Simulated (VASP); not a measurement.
An input for Ansatz (written as the equivalent of a VASP run, and not itself run):

Ansatz 0.2 input:
```yaml
crystal:
  lattice:
    - [2.9390796, 0.0000000, 0.0000000]
    - [0.0000000, 2.9390796, 0.0000000]
    - [0.0000000, 0.0000000, 2.9390796]
  atoms:
    - { symbol: Zn, position: [0.5000000, 0.5000000, 0.5000000] }
    - { symbol: Au, position: [0.0000000, 0.0000000, 0.0000000] }
kpoints:
  mp_grid: { grid: [12, 12, 12] }
hamiltonian:
  xc: pbesol
  pseudopotentials: { kind: paw }
scf:
  occupations: { method: methfessel_paxton, width: 0.1 }
  max_iter: 100
relax:
  max_steps: 40
  f_tol: 0.02
  cell: { p_target: 45 }
output: { forces: true, stress: true, eigenvalues: true }
```

### Question
Write the VASP files for the same calculation (PBEsol).

### Answer
This is not unique; one that fits is 
### INCAR
```
SYSTEM = AuZn
PREC = Accurate
ENCUT = 500
EDIFF = 1E-6
NELM = 100
ALGO = Normal
LREAL = .FALSE.
LASPH = .TRUE.
ISMEAR = 1
SIGMA = 0.1
GGA = PS
LMAXMIX = 6
LWAVE = .FALSE.
LCHARG = .FALSE.
IBRION = 2
ISIF = 3
NSW = 40
EDIFFG = -0.02
PSTRESS = 450
```

File KPOINTS:
```
Regular mesh
0
G
 12 12 12
0 0 0
```

POSCAR:
```
AuZn
1
    2.9390795604    -0.0000000000    -0.0000000000
   -0.0000000000     2.9390795604    -0.0000000000
    0.0000000000     0.0000000000     2.9390795604
Zn Au
1 1
Direct
  0.5000000000   0.5000000000   0.5000000000
  0.0000000000   0.0000000000   0.0000000000
```

POTCAR, in this order: Zn Au (PBE.64 set). Program: vasp_std.

Limits of the translation: each code has its own PAW files, so the cut-off isn't converted (ENCUT is set for VASP's; basis.ecutwfc is left out, and Ansatz then takes the one that its files recommend); Ansatz stops its SCF on the density residual and VASP on the energy change (EDIFF).

The compound is AuZn in the CsCl type structure. It was relaxed first under an external pressure of 45 GPa.
